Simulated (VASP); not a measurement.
Input:

```
CELL_PARAMETERS angstrom
      2.92228     0.00000     0.00000
      0.00000     2.92228     0.00000
      0.00000     0.00000     2.92228
ATOMIC_POSITIONS crystal
  Zn 0.50000 0.50000 0.50000
  Cu 0.00000 0.00000 0.00000
```

Computed with r2SCAN meta-GGA, VASP's PBE PAW potentials (set 64) (plane waves; VASP). Numerical set-up: 520 eV cut-off, 12×12×12 Γ-centred mesh, first-order Methfessel-Paxton smearing of 0.10 eV, potentials Zn Cu.

**Question.** The job: CuZn (CsCl type), 2 atoms, r2SCAN, static run, 520 eV, 12×12×12 Γ-centred mesh. Roughly how much core time does it take on a busy server core?

**Answer.** About 4 core-minutes (one run on a shared machine, a rough figure). It had 84 irreducible k-points, 15 bands, up to 693 plane waves and 18 electronic steps.

The compound is CuZn in the CsCl type structure. It was relaxed first. The electron count is odd and the run is not spin-polarised, which forces a metal.
